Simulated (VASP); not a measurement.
Input of a VASP 6.6.1 run:

File INCAR:

```
SYSTEM = SiC
  ALGO = Normal
  EDIFF = 1E-7
  ENCUT = 520
  ISIF = 2
  ISMEAR = 0
  LASPH = .True.
  LCHARG = .False.
  LMIXTAU = .True.
  LREAL = .False.
  LWAVE = .False.
  METAGGA = R2SCAN
  NELM = 100
  PREC = Accurate
  SIGMA = 0.02
```

The input KPOINTS:

```
k-points
0
Gamma
  12 12 12
  0 0 0
```

The input POSCAR:

```
SiC                                     
1.0
    0.0000000000      2.1775652688      2.1775652688
    2.1775652688      0.0000000000      2.1775652688
    2.1775652688      2.1775652688      0.0000000000
  Si              C             
     1     1
Direct
     0.0000000000000000    0.0000000000000000    0.0000000000000000
     0.2500000000000000    0.2500000000000000    0.2500000000000000
```

File KPOINTS_OPT:

```
path GXWKGLUWLK,UX
20
line-mode
reciprocal
 0.0000000000  0.0000000000  0.0000000000  G
 0.5000000000  0.0000000000  0.5000000000  X

 0.5000000000  0.0000000000  0.5000000000  X
 0.5000000000  0.2500000000  0.7500000000  W

 0.5000000000  0.2500000000  0.7500000000  W
 0.3750000000  0.3750000000  0.7500000000  K

 0.3750000000  0.3750000000  0.7500000000  K
 0.0000000000  0.0000000000  0.0000000000  G

 0.0000000000  0.0000000000  0.0000000000  G
 0.5000000000  0.5000000000  0.5000000000  L

 0.5000000000  0.5000000000  0.5000000000  L
 0.6250000000  0.2500000000  0.6250000000  U

 0.6250000000  0.2500000000  0.6250000000  U
 0.5000000000  0.2500000000  0.7500000000  W

 0.5000000000  0.2500000000  0.7500000000  W
 0.5000000000  0.5000000000  0.5000000000  L

 0.5000000000  0.5000000000  0.5000000000  L
 0.3750000000  0.3750000000  0.7500000000  K

 0.6250000000  0.2500000000  0.6250000000  U
 0.5000000000  0.0000000000  0.5000000000  X
```

Potentials or basis: VASP PAW PBE potentials, release 64 (Si, C).

Command:

```sh
$ cat potpaw_PBE.64/Si/POTCAR potpaw_PBE.64/C/POTCAR > POTCAR
$ mpirun -np 1 vasp_std > vasp.out
```

Question: What does it give for the pressure?

Answer: 0.0 GPa.

Question: Predict the band gap along the path.

Answer: 1.72 eV, indirect (least direct gap 5.06 eV).

Question: What does it give for the band gap on the k mesh?

Answer: 1.72 eV, indirect (least direct gap 5.06 eV).

Levels at the corners of the path, in eV from the valence-band top:
| point | band 1 | band 2 | band 3 | band 4 | band 5 | band 6 | band 7 | band 8 |
| --- | --- | --- | --- | --- | --- | --- | --- | --- |
| Γ | -16.20 | 0.00 | 0.00 | 0.00 | 6.86 | 7.86 | 7.86 | 7.86 |
| X | -11.10 | -8.06 | -3.34 | -3.34 | 1.72 | 4.83 | 15.15 | 15.16 |
| X | -11.10 | -8.06 | -3.34 | -3.34 | 1.72 | 4.83 | 15.15 | 15.16 |
| W | -10.88 | -7.24 | -5.18 | -4.82 | 5.73 | 10.15 | 10.25 | 10.47 |
| W | -10.88 | -7.24 | -5.18 | -4.82 | 5.73 | 10.15 | 10.25 | 10.47 |
| K | -11.11 | -7.51 | -5.73 | -2.72 | 3.55 | 8.42 | 12.73 | 13.44 |
| K | -11.11 | -7.51 | -5.73 | -2.72 | 3.55 | 8.42 | 12.73 | 13.44 |
| Γ | -16.20 | 0.00 | 0.00 | 0.00 | 6.86 | 7.86 | 7.86 | 7.86 |
| Γ | -16.20 | 0.00 | 0.00 | 0.00 | 6.86 | 7.86 | 7.86 | 7.86 |
| L | -12.56 | -8.83 | -1.11 | -1.11 | 6.01 | 7.76 | 7.76 | 10.96 |
| L | -12.56 | -8.83 | -1.11 | -1.11 | 6.01 | 7.76 | 7.76 | 10.96 |
| U | -11.11 | -7.51 | -5.73 | -2.72 | 3.55 | 8.42 | 12.73 | 13.44 |
| U | -11.11 | -7.51 | -5.73 | -2.72 | 3.55 | 8.42 | 12.73 | 13.44 |
| W | -10.88 | -7.24 | -5.18 | -4.82 | 5.73 | 10.15 | 10.25 | 10.47 |
| W | -10.88 | -7.24 | -5.18 | -4.82 | 5.73 | 10.15 | 10.25 | 10.47 |
| L | -12.56 | -8.83 | -1.11 | -1.11 | 6.01 | 7.76 | 7.76 | 10.96 |
| L | -12.56 | -8.83 | -1.11 | -1.11 | 6.01 | 7.76 | 7.76 | 10.96 |
| K | -11.11 | -7.51 | -5.73 | -2.72 | 3.55 | 8.42 | 12.73 | 13.44 |
| U | -11.11 | -7.51 | -5.73 | -2.72 | 3.55 | 8.42 | 12.73 | 13.44 |
| X | -11.10 | -8.06 | -3.34 | -3.34 | 1.72 | 4.83 | 15.15 | 15.16 |

Caveat: the PAW data sets were made with another functional, which shifts forces and pressure a little.

**The experiment to reproduce.**

From “Insight into the structural, elastic and electronic properties of a new orthorhombic 6O-SiC polytype”, 2020, pmc:7200658, for a bulk crystal of SiC: band gap 2.4 eV (indirect).

Measured gap of SiC: 2.4 eV (indirect; quoted in “Insight into the structural, elastic and electronic properties of a new orthorhombic 6O-SiC polytype”, 2020, pmc:7200658). This calculation gives 1.72 eV (-0.68 eV). The value is that of r2SCAN, without temperature or zero-point motion.
